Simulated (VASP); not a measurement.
# Relaxed cell of WSe2: a test of cutoff and mesh, part 2 of 2

How far does the relaxed cell of WSe2 depend on cutoff and k mesh? The starting structure is a measured crystal structure from the Crystallography Open Database. The first relaxation on each setting starts from this cell expanded by 3 % in volume.

VASP 6.6.1.

Results so far: reference 20.38 Å³ an atom; a cutoff of 220 eV 19.76 Å³ an atom.

The database entry behind the starting cell differs from later determinations by our own check (a about 0.2 % long), so it need not match the best structure at ambient conditions.

## (4) Relaxation with a 4×4×1 mesh

Level of this step: PBEsol; plane waves and PAW (W, Se) (VASP).

Against step 2 the input has a 4×4×1 mesh (also changed: KPAR and NCORE).

File INCAR:

```
SYSTEM = WSe2
PREC = Accurate
ENCUT = 450
EDIFF = 1E-06
NELM = 100
ISMEAR = 0
SIGMA = 0.03
LREAL = .FALSE.
ALGO = Normal
GGA = PS
NBANDS = 24
LORBIT = 11
LWAVE = .FALSE.
LCHARG = .FALSE.
KPAR = 2
NCORE = 2
IBRION = 2
NSW = 50
ISIF = 3
EDIFFG = -0.004
```

File POSCAR:

```
WSe2
1.0
    3.3225763760      0.0000000000      0.0000000000
   -1.6612881880      2.8774355477      0.0000000000
    0.0000000000      0.0000000000     13.0984241936
W Se
2 4
Direct
    0.6666666667      0.3333333333      0.7500000000
    0.3333333333      0.6666666667      0.2500000000
    0.6666666667      0.3333333333      0.3790000000
    0.3333333333      0.6666666667      0.8790000000
    0.6666666667      0.3333333333      0.1210000000
    0.3333333333      0.6666666667      0.6210000000
```

File KPOINTS:

```
Automatic mesh
0
Gamma
4 4 1
0 0 0
```

Potentials, in the order of the species: W and Se (PBE family, release 64).

Command:

```bash
mpirun -np 4 vasp_std
```

The log of the run:

```text
[banner, memory and clock lines left out]
running    4 mpi-ranks, on    1 nodes
[...]
[... a notice as in an earlier step ...]

 LDA part: xc-table for (Slater+PW92), standard interpolation
 POSCAR, INCAR and KPOINTS ok, starting setup
[...]
entering main loop
       N       E                     dE             d eps       ncg     rms          rms(c)
DAV:   1     0.169705529106E+03    0.16971E+03   -0.14334E+04   192   0.117E+03
DAV:   2    -0.344957594267E+02   -0.20420E+03   -0.19765E+03   264   0.249E+02
DAV:   3    -0.485349593562E+02   -0.14039E+02   -0.13925E+02   264   0.656E+01
DAV:   4    -0.487949080223E+02   -0.25995E+00   -0.25936E+00   248   0.935E+00
[...]
DAV:  12    -0.466282486796E+02    0.42613E-04   -0.37676E-04   272   0.111E-01    0.406E-02
DAV:  13    -0.466282516877E+02   -0.30082E-05   -0.23797E-05   248   0.279E-02    0.798E-03
DAV:  14    -0.466282517769E+02   -0.89107E-07   -0.20906E-06   192   0.799E-03
   1 F= -.46628252E+02 E0= -.46628252E+02  d E =-.466283E+02
[... from here on, the cycles between the ionic steps are left out ...]
   2 F= -.46281688E+02 E0= -.46281688E+02  d E =0.346564E+00
   3 F= -.46719714E+02 E0= -.46719714E+02  d E =-.914623E-01
   5 F= -.46728411E+02 E0= -.46728411E+02  d E =-.863132E-02
   7 F= -.46730767E+02 E0= -.46730767E+02  d E =-.222830E-02
   9 F= -.46741535E+02 E0= -.46741535E+02  d E =-.129967E-01
  11 F= -.46741178E+02 E0= -.46741178E+02  d E =0.903154E-03
  13 F= -.46742696E+02 E0= -.46742696E+02  d E =-.614540E-03
  15 F= -.46742694E+02 E0= -.46742694E+02  d E =-.613376E-03
  17 F= -.46742723E+02 E0= -.46742723E+02  d E =-.282587E-04
  19 F= -.46742736E+02 E0= -.46742736E+02  d E =-.132474E-04
  21 F= -.46742744E+02 E0= -.46742744E+02  d E =-.799997E-05
  23 F= -.46742749E+02 E0= -.46742749E+02  d E =-.516478E-05
  25 F= -.46742764E+02 E0= -.46742764E+02  d E =-.201740E-04
  27 F= -.46742782E+02 E0= -.46742782E+02  d E =-.163604E-04
  29 F= -.46742811E+02 E0= -.46742811E+02  d E =-.130129E-04
  31 F= -.46742808E+02 E0= -.46742808E+02  d E =-.100779E-04
  32 F= -.46742811E+02 E0= -.46742811E+02  d E =-.133644E-04
  33 F= -.46742812E+02 E0= -.46742812E+02  d E =-.139507E-04
[...]
reached required accuracy - stopping structural energy minimisation
```

Elapsed: 1.8 min, on 4 MPI ranks of Intel Xeon Platinum 8375C at 2.90GHz (Ice Lake), shared host; peak memory 0.69 GiB; 7.2 min of CPU time.

OUTCAR, selected parts (step 4):

```text
  Total        0.0101215      0.0101215     -0.0113630      0.0000000      0.0000000      0.0000000
  in kB        0.1295416      0.1295416     -0.1454309      0.0000000      0.0000000      0.0000000
  external PRESSURE =       0.0378841 kB  Pullay stress =       0.0000000 kB

 POSITION                                       TOTAL-FORCE (eV/Angst)
 -----------------------------------------------------------------------------------
      1.63363      0.94318     10.15562        -0.000000     -0.000000     -0.000000
     -0.00000      1.88636      3.38521         0.000000     -0.000000     -0.000000
      1.63363      0.94318      5.05672         0.000000     -0.000000      0.000207
     -0.00000      1.88636     11.82713        -0.000000      0.000000      0.000207
      1.63363      0.94318      1.71369         0.000000     -0.000000     -0.000207
     -0.00000      1.88636      8.48411         0.000000      0.000000     -0.000207
 -----------------------------------------------------------------------------------
    total drift:                               -0.000000      0.000000     -0.000000

  FREE ENERGIE OF THE ION-ELECTRON SYSTEM (eV)
  ---------------------------------------------------
  free  energy   TOTEN  =       -46.7428115316 eV

  energy  without entropy=      -46.7428115316  energy(sigma->0) =      -46.74281153

[... 1 part as in an earlier step ...]

[... 3 further parts left out ...]
[key lines of the parts left out:]
E-fermi :   4.8415
```

With a 4×4×1 mesh the cell ends at 20.864 Å³ an atom, +2.39 % from the reference, a by +0.0 % and c by +2.5 %; the bulk modulus is 18.6 GPa against 24.4 GPa.

## (5) Relaxation with a cutoff of 600 eV

Against step 2 the input has ENCUT = 600.

Edit INCAR of step 4 so:

```diff
@@ -2,3 +2,3 @@
 PREC = Accurate
-ENCUT = 450
+ENCUT = 600
 EDIFF = 1E-06
@@ -14,4 +14,3 @@
 LCHARG = .FALSE.
-KPAR = 2
-NCORE = 2
+KPAR = 4
 IBRION = 2
```

POSCAR is that of step 4.

File KPOINTS:

```
Automatic mesh
0
Gamma
8 8 2
0 0 0
```

Command:

```bash
mpirun -np 4 vasp_std
```

The log of the run:

```text
[... set-up lines as in an earlier step ...]
 entering main loop
       N       E                     dE             d eps       ncg     rms          rms(c)
DAV:   1     0.201437089297E+03    0.20144E+03   -0.16870E+04   960   0.146E+03
DAV:   2    -0.310165839422E+02   -0.23245E+03   -0.22362E+03  1304   0.282E+02
DAV:   3    -0.483927965318E+02   -0.17376E+02   -0.17229E+02  1280   0.713E+01
DAV:   4    -0.487791029970E+02   -0.38631E+00   -0.38498E+00  1296   0.119E+01
[...]
DAV:  12    -0.465790887316E+02    0.27121E-05   -0.29649E-04  1352   0.935E-02    0.387E-02
DAV:  13    -0.465790915344E+02   -0.28028E-05   -0.16469E-05  1248   0.235E-02    0.105E-02
DAV:  14    -0.465790916004E+02   -0.65998E-07   -0.14135E-06   864   0.723E-03
   1 F= -.46579092E+02 E0= -.46579092E+02  d E =-.465791E+02
[... from here on, the cycles between the ionic steps are left out ...]
   2 F= -.46257040E+02 E0= -.46257040E+02  d E =0.322052E+00
   3 F= -.46662520E+02 E0= -.46662520E+02  d E =-.834281E-01
   4 F= -.46662576E+02 E0= -.46662576E+02  d E =-.834847E-01
   5 F= -.46668818E+02 E0= -.46668818E+02  d E =-.624160E-02
   6 F= -.46668849E+02 E0= -.46668849E+02  d E =-.627272E-02
   7 F= -.46669151E+02 E0= -.46669151E+02  d E =-.302159E-03
   8 F= -.46669862E+02 E0= -.46669862E+02  d E =-.101317E-02
   9 F= -.46670423E+02 E0= -.46670423E+02  d E =-.157442E-02
  10 F= -.46670503E+02 E0= -.46670503E+02  d E =-.797095E-04
  11 F= -.46670726E+02 E0= -.46670726E+02  d E =-.302055E-03
  12 F= -.46671042E+02 E0= -.46671042E+02  d E =-.618493E-03
  13 F= -.46671198E+02 E0= -.46671198E+02  d E =-.774075E-03
  14 F= -.46671218E+02 E0= -.46671218E+02  d E =-.794276E-03
  15 F= -.46671217E+02 E0= -.46671217E+02  d E =-.793862E-03
  16 F= -.46671218E+02 E0= -.46671218E+02  d E =-.794674E-03
  17 F= -.46671221E+02 E0= -.46671221E+02  d E =-.279315E-05
  18 F= -.46671227E+02 E0= -.46671227E+02  d E =-.918626E-05
[...]
reached required accuracy - stopping structural energy minimisation
```

Wall time 5.5 min (4 MPI ranks); peak memory 1.4 GiB.

Parts of OUTCAR (step 5):

```text
  Total        0.0184089      0.0184089     -0.0142373      0.0000000      0.0000000      0.0000000
  in kB        0.2412824      0.2412824     -0.1866069      0.0000000      0.0000000      0.0000000
  external PRESSURE =       0.0986527 kB  Pullay stress =       0.0000000 kB

 POSITION                                       TOTAL-FORCE (eV/Angst)
 -----------------------------------------------------------------------------------
      1.63411      0.94346      9.91101        -0.000000     -0.000000      0.000000
     -0.00000      1.88691      3.30367        -0.000000      0.000000      0.000000
      1.63411      0.94346      4.97841         0.000000     -0.000000     -0.003375
     -0.00000      1.88691     11.58575        -0.000000      0.000000     -0.003375
      1.63411      0.94346      1.62893         0.000000      0.000000      0.003375
     -0.00000      1.88691      8.23628         0.000000      0.000000      0.003375
 -----------------------------------------------------------------------------------
    total drift:                               -0.000000      0.000000     -0.000000

  FREE ENERGIE OF THE ION-ELECTRON SYSTEM (eV)
  ---------------------------------------------------
  free  energy   TOTEN  =       -46.6712273148 eV

  energy  without entropy=      -46.6712273148  energy(sigma->0) =      -46.67122731

[... 2 parts as in an earlier step ...]

[... 2 further parts left out ...]
[key lines of the parts left out:]
E-fermi :   5.1820
```

With a cutoff of 600 eV the cell ends at 20.373 Å³ an atom, -0.02 % from the reference; the bulk modulus is 26.0 GPa against 24.4 GPa.

## (6) Relaxation with a 10×10×4 mesh

Against step 2 the input has a 10×10×4 mesh.

Edit INCAR of step 5 so:

```diff
@@ -2,3 +2,3 @@
 PREC = Accurate
-ENCUT = 600
+ENCUT = 450
 EDIFF = 1E-06
```

POSCAR is that of step 5.

File KPOINTS:

```
Automatic mesh
0
Gamma
10 10 4
0 0 0
```

Command:

```bash
mpirun -np 4 vasp_std
```

The log of the run:

```text
[... set-up lines as in an earlier step ...]
 entering main loop
       N       E                     dE             d eps       ncg     rms          rms(c)
DAV:   1     0.162837298390E+03    0.16284E+03   -0.14272E+04  2016   0.116E+03
DAV:   2    -0.354403241096E+02   -0.19828E+03   -0.19086E+03  2800   0.244E+02
DAV:   3    -0.485405222662E+02   -0.13100E+02   -0.13003E+02  2696   0.620E+01
DAV:   4    -0.487803287105E+02   -0.23981E+00   -0.23908E+00  2712   0.914E+00
[...]
DAV:  12    -0.465769835673E+02    0.86932E-05   -0.31962E-04  2784   0.959E-02    0.401E-02
DAV:  13    -0.465769859985E+02   -0.24312E-05   -0.17978E-05  2632   0.245E-02    0.120E-02
DAV:  14    -0.465769859356E+02    0.62921E-07   -0.13278E-06  1808   0.704E-03
   1 F= -.46576986E+02 E0= -.46576986E+02  d E =-.465770E+02
[... from here on, the cycles between the ionic steps are left out ...]
   2 F= -.46253352E+02 E0= -.46253352E+02  d E =0.323634E+00
   3 F= -.46661001E+02 E0= -.46661001E+02  d E =-.840151E-01
   4 F= -.46661058E+02 E0= -.46661058E+02  d E =-.840722E-01
   5 F= -.46667336E+02 E0= -.46667336E+02  d E =-.627760E-02
   6 F= -.46667366E+02 E0= -.46667366E+02  d E =-.630753E-02
   7 F= -.46667641E+02 E0= -.46667641E+02  d E =-.274955E-03
   8 F= -.46668281E+02 E0= -.46668281E+02  d E =-.915317E-03
   9 F= -.46668741E+02 E0= -.46668741E+02  d E =-.137497E-02
  10 F= -.46668806E+02 E0= -.46668806E+02  d E =-.655747E-04
  11 F= -.46668985E+02 E0= -.46668985E+02  d E =-.244739E-03
  12 F= -.46669265E+02 E0= -.46669265E+02  d E =-.524582E-03
  13 F= -.46669514E+02 E0= -.46669514E+02  d E =-.773635E-03
  14 F= -.46669518E+02 E0= -.46669518E+02  d E =-.777346E-03
  15 F= -.46669518E+02 E0= -.46669518E+02  d E =-.777306E-03
  16 F= -.46669515E+02 E0= -.46669515E+02  d E =-.774522E-03
  17 F= -.46669518E+02 E0= -.46669518E+02  d E =-.270503E-05
  18 F= -.46669522E+02 E0= -.46669522E+02  d E =-.685202E-05
[...]
reached required accuracy - stopping structural energy minimisation
```

The job ended after 5 min (4 MPI ranks; peak memory 1.2 GiB).

From OUTCAR (step 6):

```text
  Total        0.0197387      0.0197387     -0.0095113      0.0000000     -0.0000000      0.0000000
  in kB        0.2587346      0.2587346     -0.1246735      0.0000000     -0.0000000      0.0000000
  external PRESSURE =       0.1309319 kB  Pullay stress =       0.0000000 kB

 POSITION                                       TOTAL-FORCE (eV/Angst)
 -----------------------------------------------------------------------------------
      1.63398      0.94338      9.91183        -0.000000     -0.000000      0.000000
     -0.00000      1.88675      3.30394        -0.000000     -0.000000      0.000000
      1.63398      0.94338      4.97853         0.000000      0.000000      0.001290
     -0.00000      1.88675     11.58642         0.000000      0.000000      0.001290
      1.63398      0.94338      1.62935        -0.000000     -0.000000     -0.001290
     -0.00000      1.88675      8.23724        -0.000000     -0.000000     -0.001290
 -----------------------------------------------------------------------------------
    total drift:                               -0.000000      0.000000     -0.000000

  FREE ENERGIE OF THE ION-ELECTRON SYSTEM (eV)
  ---------------------------------------------------
  free  energy   TOTEN  =       -46.6695219854 eV

  energy  without entropy=      -46.6695219854  energy(sigma->0) =      -46.66952199

[... 1 part as in an earlier step ...]

[... 3 further parts left out ...]
[key lines of the parts left out:]
E-fermi :   5.1824
```

With a 10×10×4 mesh the cell ends at 20.372 Å³ an atom, -0.03 % from the reference; the bulk modulus is 26.1 GPa against 24.4 GPa.

## (7) The runs compared

```csv
run,volume (Å³/atom),change (%),bulk modulus (GPa),pressure left (GPa),core minutes
reference,20.377,-,24.4,0.0,18.3
a cutoff of 220 eV,19.764,-3.01,42.8,0.01,6.67
a 4×4×1 mesh,20.864,2.39,18.6,0.0,7.33
a cutoff of 600 eV,20.373,-0.02,26.0,0.01,22.1
a 10×10×4 mesh,20.372,-0.03,26.1,0.01,20.0
```

Core minutes are wall time times ranks, summed over the relaxations behind a row (those for a bulk modulus apart), on shared hosts.

## (8) What came out

- volume of the reference: 20.38 Å³/atom
- volume against the reference, a cutoff of 220 eV: -3.01 %
- volume against the reference, a 4×4×1 mesh: +2.39 %
- volume against the reference, a cutoff of 600 eV: -0.02 %
- volume against the reference, a 10×10×4 mesh: -0.03 %

The volume moves most with a cutoff of 220 eV: -3.01 %, a by -0.3 % and c by -2.4 % against the reference (450 eV, 8×8×2 mesh). On finer settings it changes by -0.02 % with a cutoff of 600 eV and -0.03 % with a 10×10×4 mesh. The bonds form layers, and no dispersion term is on, so the spacing between them is unreliable throughout. A cell that shrinks at the lower cutoff is the usual mark of Pulay stress, the error that a plane-wave basis makes when it is kept while the volume changes. The bulk modulus is more sensitive: it changes by +75.6 % with a cutoff of 220 eV. Further runs on this material are not shown.

[Lines on the potential files, build, host, timing and source positions are cut from VASP's logs without a mark.]

[Logs are printed without paths, hosts, clocks, repeated set-up lines and the standing remarks that a program may print on its own settings, such as how far it seeks lower states.]

[Hosts, paths, dates, database ids (printed as entryN), source tags and the programs' standing remarks are cut or masked in the printed files.]
